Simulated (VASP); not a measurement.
CsPbCl3 (cubic perovskite), at 1.04 of the tabulated volume:

```xyz
5
Lattice="5.6838 0.0000 0.0000 0.0000 5.6838 0.0000 0.0000 0.0000 5.6838" Properties=species:S:1:pos:R:3 pbc="T T T"
Cs     0.0000     0.0000     0.0000
Pb     2.8419     2.8419     2.8419
Cl     2.8419     0.0000     2.8419
Cl     0.0000     2.8419     2.8419
Cl     2.8419     2.8419     0.0000
```

The highest filled band near R, direction [100], from PBE with spin-orbit coupling in VASP (PAW); its two spin partners are averaged. The gap over the points computed is 1.04 eV, and the next band on that side lies 1.93 eV away at the edge.

Run with 400 eV cut-off, 5×5×5 Γ-centred mesh, Gaussian smearing of 0.050 eV, potentials Cs_sv Pb_d Cl.

```json
[
 {"distance from the edge in k (1/Å)": "0.012", "distance in energy (meV)": "3.1"},
 {"distance from the edge in k (1/Å)": "0.018", "distance in energy (meV)": "7.0"},
 {"distance from the edge in k (1/Å)": "0.025", "distance in energy (meV)": "13.5"},
 {"distance from the edge in k (1/Å)": "0.035", "distance in energy (meV)": "26.0"},
 {"distance from the edge in k (1/Å)": "0.050", "distance in energy (meV)": "51.1"},
 {"distance from the edge in k (1/Å)": "0.070", "distance in energy (meV)": "94.1"}
]
```

Problem. Fit E(1 + αE) = ħ²k²/2m* (ħ²/2m0 = 3.810 eV Å²) and predict the row at 0.095 1/Å.

Solution. Least squares on the energies gives the hole mass m* = 0.172 m0 and α = 1.60 per eV, and so 159.0 meV. The run gave 157.4 meV, -1.6 meV from the fit.

Left out are points under 3 meV from the edge, since the levels carry 0.1 meV, and points farther than half the way to the next band.

The compound is CsPbCl3 in the cubic perovskite structure, the ideal cubic form; the compound distorts at low or room temperature. The cell was not relaxed at this level.
